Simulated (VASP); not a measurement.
Data:

```
CELL_PARAMETERS angstrom
      3.98000     0.00000     0.00000
      0.00000     3.98000     0.00000
      0.00000     0.00000     5.02000
ATOMIC_POSITIONS crystal
  Pb 0.50000 0.00000 0.76500
  Pb 0.00000 0.50000 0.23500
  O  0.50000 0.50000 0.00000
  O  0.00000 0.00000 0.00000
```

Computed with PBE GGA with D4 dispersion, VASP's PBE PAW potentials (set 64) (plane waves; VASP). Run with 520 eV cut-off, 5×5×4 Γ-centred mesh, Gaussian smearing of 0.050 eV, potentials Pb_d O.

### Question
Which forces act on the atoms, in eV/Å?

### Answer

```json
[
 {"atom": "Pb1", "Fx": "0.000", "Fy": "0.000", "Fz": "-0.501"},
 {"atom": "Pb2", "Fx": "0.000", "Fy": "0.000", "Fz": "0.501"},
 {"atom": "O3", "Fx": "0.000", "Fy": "0.000", "Fz": "0.000"},
 {"atom": "O4", "Fx": "0.000", "Fy": "0.000", "Fz": "0.000"}
]
```

### Question
Give the stress tensor in GPa (positive for a compressed cell).

### Answer

```
3.07  0.00  0.00
0.00  3.07  0.00
0.00  0.00  2.13
```
The pressure is its mean diagonal, 2.76 GPa.

The compound is PbO in the litharge structure. The cell was not relaxed at this level. The run is one of a series of settings (IVDW = 13 against the base run), some of them coarse on purpose.
